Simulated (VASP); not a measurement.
# FSiClBr2 in VASP: reference runs

Reference runs on FSiClBr2: the cell as given.

Program: VASP 6.6.1. These are calculated values, not measurements. Logs are shortened: lines on timing, memory, paths and dates and some standing lists are left out, and cuts for length are marked.

## 1. Starting point

The cell holds a molecule in a box, 5 atoms: a = 12.000 Å, b = 12.000 Å, c = 12.000 Å, α = 90.00°, β = 90.00°, γ = 90.00°.

## 2. Single point, PBE

The input, INCAR:

```
PREC = Accurate ; ENCUT = 520
EDIFF = 1E-7 ; ISMEAR = 0
SIGMA = 0.01 ; LREAL = F
LASPH = T ; NELM = 60
ALGO = Normal ; ISIF = 2
LWAVE = F ; LCHARG = F
GGA = PE ; NBANDS = 24
```

The input, KPOINTS:

```
Automatic mesh
0
Gamma
  1 1 1
```

The input, POSCAR:

```
SiBr2ClF
1.0
   12.0000000000      0.0000000000      0.0000000000
    0.0000000000     12.0000000000      0.0000000000
    0.0000000000      0.0000000000     12.0000000000
F Si Cl Br
1 1 1 2
Direct
    0.5778791700      0.3930333300      0.6063291700
    0.5105791700      0.4776916700      0.5316125000
    0.3805125000      0.5346416700      0.6217208300
    0.4521291700      0.3891750000      0.3839458300
    0.6216541700      0.6143250000      0.4863458300
```

Potentials or basis: VASP PAW PBE potentials, release 64 (F, Si, Cl, Br).

Started as:

```bash
> cat potpaw_PBE.64/F/POTCAR potpaw_PBE.64/Si/POTCAR potpaw_PBE.64/Cl/POTCAR potpaw_PBE.64/Br/POTCAR > POTCAR
> mpirun -np 1 vasp_gam > vasp.out
```

OUTCAR:

```text
PREC = Accurate
   ENCUT = 520
   EDIFF = 1E-7
   ISMEAR = 0
   LREAL = F
   LASPH = T
   NELM = 60
   ISIF = 2
   GGA = PE

 ion  position               nearest neighbor table
   1  0.578  0.393  0.606-   2 1.58
   2  0.511  0.478  0.532-   1 1.58   3 2.02   5 2.18   4 2.18
   3  0.381  0.535  0.622-   2 2.02
   4  0.452  0.389  0.384-   2 2.18
   5  0.622  0.614  0.486-   2 2.18

  LATTYP: Found a simple cubic cell.
 ALAT       =    12.0000000000

  Lattice vectors:

 A1 = (  12.0000000000,   0.0000000000,   0.0000000000)
 A2 = (   0.0000000000,  12.0000000000,   0.0000000000)
 A3 = (   0.0000000000,   0.0000000000,  12.0000000000)

Analysis of symmetry for initial positions (statically):
=====================================================================
 Subroutine PRICEL returns:
 Original cell was already a primitive cell.

 Routine SETGRP: Setting up the symmetry group for a
 simple cubic supercell.

 Subroutine GETGRP returns: Found  1 space group operations
 (whereof  1 operations were pure point group operations)
 out of a pool of 48 trial point group operations.

The static configuration has the point symmetry C_1 .

Analysis of symmetry for dynamics (positions and initial velocities):
=====================================================================
 Subroutine PRICEL returns:
 Original cell was already a primitive cell.

 Routine SETGRP: Setting up the symmetry group for a
 simple cubic supercell.

 Subroutine GETGRP returns: Found  1 space group operations
 (whereof  1 operations were pure point group operations)
 out of a pool of 48 trial point group operations.

The dynamic configuration has the point symmetry C_1 .

 Subroutine INISYM returns: Found  1 space group operations
 (whereof  1 operations are pure point group operations),
 and found     1 'primitive' translations

----------------------------------------------------------------------------------------

                                     Primitive cell

  volume of cell :    1728.0000

  direct lattice vectors                    reciprocal lattice vectors
    12.000000000  0.000000000  0.000000000     0.083333333  0.000000000  0.000000000
[... 67 lines left out ...]
   NELM   =     60;   NELMIN=  2; NELMDL= -5     # of ELM steps
   EDIFF  = 0.1E-06   stopping-criterion for ELM
   LREAL  =      F    real-space projection
   EDIFFG = 0.1E-05   stopping-criterion for IOM
   NSW    =      0    number of steps for IOM
   IBRION =     -1    ionic relax: 0-MD 1-quasi-New 2-CG
   NFREE  =      0    steps in history (QN), initial steepest desc. (CG)
   ISIF   =      2    stress and relaxation
   ISYM   =      2    0-nonsym 1-usesym 2-fastsym
   POTIM  = 0.5000    time-step for ionic-motion
   TEBEG  =    0.0;   TEEND  =   0.0 temperature during run
   PSTRESS=    0.0 pullay stress
   NELECT =      32.0000    total number of electrons
   NUPDOWN=      -1.0000    fix difference up-down
   EMIN   =  10.00;   EMAX   =-10.00  energy-range for DOS
   EFERMI =   0.00;   METHOD = LEGACY
   ISMEAR =     0;   SIGMA  =   0.01  broadening in eV -4-tet -1-fermi 0-gaus
   EFERMI_NEDOS =   21; number of points for ismear=-14 and -15
   IALGO  =     38    algorithm
   IMIX   =      4    mixing-type and parameters
     AMIX     =   0.40;   BMIX     =  1.00
     AMIX_MAG =   1.60;   BMIX_MAG =  1.00
  volume/ion in A,a.u.               =     345.60      2332.22
  Fermi-wavevector in a.u.,A,eV,Ry     =   0.433122  0.818482  2.552380  0.187595
  Thomas-Fermi vector in A             =   1.403327
   LORBIT       =      0    0 simple, 1 ext, 2 COOP (PROOUT), +10 PAW based schemes
   GGA     = PE    functional components
   LHFCALC =     F    Hartree Fock is set to
   AEXX    =    0.0000 exact exchange contribution
   IVDW    =     0    specifies the selected vdW correction
   LEPSILON=     F    determine dielectric tensor
   LRPA    =     F    only Hartree local field effects (RPA)
 non-spin polarized calculation
 Gauss-broadening in eV      SIGMA  =   0.01
  energy-cutoff  :      520.00
  volume of cell :     1728.00
 maximum number of plane-waves:     23293
 NGX is ok and might be reduce to    90
   NGX = 45   NGY = 45   NGZ = 45

 number of electron      31.9999990 magnetization

 Free energy of the ion-electron system (eV)
  ---------------------------------------------------
  ext. energy  EPLUGINS =         0.00000000
  ---------------------------------------------------
  free energy    TOTEN  =       -19.79792718 eV

  energy without entropy =      -19.79792718  energy(sigma->0) =      -19.79792718

 E-fermi :  -7.0125     XC(G=0):  -1.0765

 val. band max:       -7.0935883287   @ k =   0.0000   0.0000   0.0000
 cond. band min:      -1.5906511164   @ k =   0.0000   0.0000   0.0000
 fundamental gap:      5.5029372123
 Fermi energy:        -7.0124529199

 k-point     1 :       0.0000    0.0000    0.0000
  band No.  band energies     occupation
      1     -30.2043      2.00000
      2     -21.2590      2.00000
      3     -20.3656      2.00000
      4     -20.1016      2.00000
      5     -13.6540      2.00000
      6     -11.4611      2.00000
[... 16 lines left out ...]
     23       0.9319      0.00000
     24       1.0130      0.00000

------------------------ aborting loop because EDIFF is reached ----------------------------------------

  FORCE on cell =-STRESS in cart. coord.  units (eV):
  Direction    XX          YY          ZZ          XY          YZ          ZX
  --------------------------------------------------------------------------------------
  -------------------------------------------------------------------------------------
  Total        0.9668089      1.0976102      1.0228422     -0.2085175     -0.2579231      0.2215861
  in kB        0.8964117      1.0176888      0.9483649     -0.1933345     -0.2391427      0.2054515
  external PRESSURE =       0.9541551 kB  Pullay stress =       0.0000000 kB

 VOLUME and BASIS-vectors are now :
 -----------------------------------------------------------------------------
  energy-cutoff  :      520.00
  volume of cell :     1728.00
      direct lattice vectors                 reciprocal lattice vectors
    12.000000000  0.000000000  0.000000000     0.083333333  0.000000000  0.000000000
     0.000000000 12.000000000  0.000000000     0.000000000  0.083333333  0.000000000
     0.000000000  0.000000000 12.000000000     0.000000000  0.000000000  0.083333333

 POSITION                                       TOTAL-FORCE (eV/Angst)
 -----------------------------------------------------------------------------------
      6.93455      4.71640      7.27595         0.446131     -0.564451      0.501539
      6.12695      5.73230      6.37935        -0.306053      0.394282     -0.360523
      4.56615      6.41570      7.46065        -0.228100      0.097202      0.164112
      5.42555      4.67010      4.60735        -0.094384     -0.147550     -0.236148
      7.45985      7.37190      5.83615         0.182405      0.220517     -0.068980
 -----------------------------------------------------------------------------------
    total drift:                                0.000065     -0.000906      0.001010

  FREE ENERGIE OF THE ION-ELECTRON SYSTEM (eV)
  ---------------------------------------------------
  free  energy   TOTEN  =       -19.7979271765 eV

  energy  without entropy=      -19.7979271765  energy(sigma->0) =      -19.79792718
```

OSZICAR:

```text
N       E                     dE             d eps       ncg     rms          rms(c)
DAV:   1     0.268339678156E+03    0.26834E+03   -0.93127E+03    64   0.836E+02
DAV:   2     0.745195963077E+02   -0.19382E+03   -0.17170E+03    72   0.141E+02
DAV:   3    -0.130247049244E+02   -0.87544E+02   -0.87145E+02    64   0.972E+01
[... 19 lines left out ...]
DAV:  23    -0.197979256257E+02   -0.26438E-05   -0.73196E-08    48   0.142E-03    0.546E-04
DAV:  24    -0.197979265569E+02   -0.93119E-06   -0.25543E-08    48   0.806E-04    0.308E-04
DAV:  25    -0.197979269013E+02   -0.34443E-06   -0.37810E-09    40   0.557E-04    0.126E-04
DAV:  26    -0.197979271454E+02   -0.24408E-06   -0.24813E-09    32   0.445E-04    0.144E-04
DAV:  27    -0.197979271765E+02   -0.31152E-07    0.58868E-09    48   0.212E-04
   1 F= -.19797927E+02 E0= -.19797927E+02  d E =-.145217E-30
```

stdout:

```text
POSCAR found type information on POSCAR F SiClBr
 POSCAR found :  4 types and       5 ions
 scaLAPACK will be used
 LDA part: xc-table for (Slater+PW92), standard interpolation
 POSCAR, INCAR and KPOINTS ok, starting setup
 FFT: planning ... GRIDC
 FFT: planning ... GRID_SOFT
 FFT: planning ... GRID
 WAVECAR not read
 entering main loop
```

Wall time 3 min (1 thread of Intel Xeon Platinum 8488C (Sapphire Rapids), shared host); peak memory 1.3 GiB.

Results:

```yaml
Free_energy: -19.7979 eV
Largest_force: 0.877 eV/Å
Gap_between_the_frontier_levels: 5.50 eV
```

Forces on the atoms (eV/Å):
```
F    0.446 -0.564  0.502
Si  -0.306  0.394 -0.361
Cl  -0.228  0.097  0.164
Br  -0.094 -0.148 -0.236
Br   0.182  0.221 -0.069
```

Levels at points of the mesh, in eV from the valence-band top:
| k point | band 14 | band 15 | band 16 | band 17 | band 18 | band 19 |
| --- | --- | --- | --- | --- | --- | --- |
| (0.00, 0.00, 0.00) | -0.42 | -0.20 | 0.00 | 5.50 | 6.78 | 7.12 |
